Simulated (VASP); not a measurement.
Input:

```yaml
crystal:
  lattice:
    - [0.00000, 2.49116, 2.49116]
    - [2.49116, 0.00000, 2.49116]
    - [2.49116, 2.49116, 0.00000]
  atoms:
    - { symbol: S, position: [0.00000, 0.00000, 0.00000] }
    - { symbol: Re, position: [0.50000, 0.50000, 0.50000] }
```

Calculation: PBE GGA, VASP's PBE PAW potentials (set 64) (plane waves; VASP 6.6.1). Settings: 400 eV cut-off, KSPACING 0.8 per Å, Gaussian smearing of 0.050 eV, potentials S Re.

Give the stress tensor in GPa (positive for a compressed cell).

```
-11.66    0.00    0.00
  0.00  -11.66    0.00
  0.00    0.00  -11.66
```
The pressure is its mean diagonal, -11.66 GPa.

The structure was generated: ReS was put into the rocksalt type (Fm-3m), which need not be its known phase. The cell was not relaxed at this level. The run is one of a series of settings (KGAMMA = .TRUE., KSPACING = 0.8, KPOINTS file removed against the base run), some of them coarse on purpose. The electron count is odd and the run is not spin-polarised, which forces a metal.
